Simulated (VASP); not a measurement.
Here is the system:

```xyz
1
Lattice="0.0000 1.9527 1.9527 1.9527 0.0000 1.9527 1.9527 1.9527 0.0000" Properties=species:S:1:pos:R:3 pbc="T T T"
Pd     0.0000     0.0000     0.0000
```

Calculation: PBE GGA with D4 dispersion, VASP's PBE PAW potentials (set 64) (plane waves; VASP). Numerical set-up: 520 eV cut-off, 16×16×16 Γ-centred mesh, first-order Methfessel-Paxton smearing of 0.10 eV, potentials Pd.

### Question
Give the energy at these volumes per atom, relative to the lowest: 14.00, 14.45, 14.90, 15.34, 15.79 Å³.

### Answer
35.2, 8.1, 0.0, 7.5, 27.8 meV/atom. A third-order Birch-Murnaghan fit gives B0 = 186 GPa and B0′ = 5.5.

Measured: bulk modulus 195 GPa at 0 K (computed value off by -4.7 %), as given by Vázquez-Parga, Fernández-Martínez, Viñes, J. Chem. Theory Comput. (2023), doi:10.1021/acs.jctc.3c00612, Supporting … [zero-point energy and finite temperature contributions removed]; a 3.876 Å at 0 K (computed value off by +0.7 %), as given by Daniel Mejia-Rodriguez et al., Physical Review B (2018), arXiv:1807.09216 [static lattice: zero-point anharmonic expansion removed].

The compound is Pd in the fcc structure. It was relaxed first.
